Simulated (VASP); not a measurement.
A run of VASP 6.6.1 is set up as follows.

POSCAR

```
SiC                                     
1.0
    3.0931911669     -0.0000000000      0.0000000000
   -1.5465955785      2.6787821312     -0.0000000000
   -0.0000000000      0.0000000000     10.1265812151
  Si              C             
     4     4
Direct
     0.6666666699999979    0.3333333300000021    0.9378461796927382
     0.3333333300000021    0.6666666699999979    0.4378461796927381
     0.0000000000000000    0.0000000000000000    0.6878980636102270
     0.0000000000000000    0.0000000000000000    0.1878980636102270
     0.6666666699999979    0.3333333300000021    0.7498074222107604
     0.3333333300000021    0.6666666699999979    0.2498074222107604
     0.0000000000000000    0.0000000000000000    0.5004473344862818
     0.0000000000000000    0.0000000000000000    0.0004473344862818
```

INCAR.step1

```
  PREC = Accurate
  ENCUT = 520
  EDIFF = 1E-5
  ISMEAR = 0
  SIGMA = 0.03
  LREAL = F
  LASPH = T
  NELM = 80
  ALGO = Normal
  ISIF = 2
  LWAVE = T
  LCHARG = F
  NBANDS = 26
  KPAR = 4
  GGA = PE
```

File INCAR.step2:

```
  PREC = Accurate
  ENCUT = 520
  EDIFF = 1E-6
  ISMEAR = 0
  SIGMA = 0.03
  LREAL = F
  LASPH = T
  NELM = 80
  ALGO = Normal
  ISIF = 2
  LWAVE = F
  LCHARG = F
  GGA = PE
  LHFCALC = T
  HFSCREEN = 0.2
  PRECFOCK = Fast
  NBANDS = 26
  KPAR = 4
  ISTART = 1
```

File KPOINTS:

```
regular mesh
0
Gamma
  6 6 2
```

Contents of KPOINTS_OPT:

```
explicit points
6
Reciprocal
 0.0000000000  0.0000000000  0.0000000000 1
 0.0000000000  0.0000000000  0.5000000000 1
 0.3333333333  0.3333333333  0.5000000000 1
 0.3333333333  0.3333333333  0.0000000000 1
 0.5000000000  0.0000000000  0.5000000000 1
 0.5000000000  0.0000000000  0.0000000000 1
```

Potentials or basis: VASP PAW PBE potentials, release 64 (Si, C).

Launch:

```sh
$ cat potpaw_PBE.64/Si/POTCAR potpaw_PBE.64/C/POTCAR > POTCAR
$ cp INCAR.step1 INCAR
$ mpirun -np 4 vasp_std > vasp.out
$ cp INCAR.step2 INCAR
$ mpirun -np 4 vasp_std > vasp.out
```

(1) Predict the pressure.

(2) What does it give for the band gap along the path?

(3) Estimate the largest force.

Results:

(1) -4.9 GPa.

(2) 3.16 eV, indirect (least direct gap 4.39 eV).

(3) 0.014 eV/Å.

Caveat: the PAW data sets were made with another functional, which shifts forces and pressure a little.
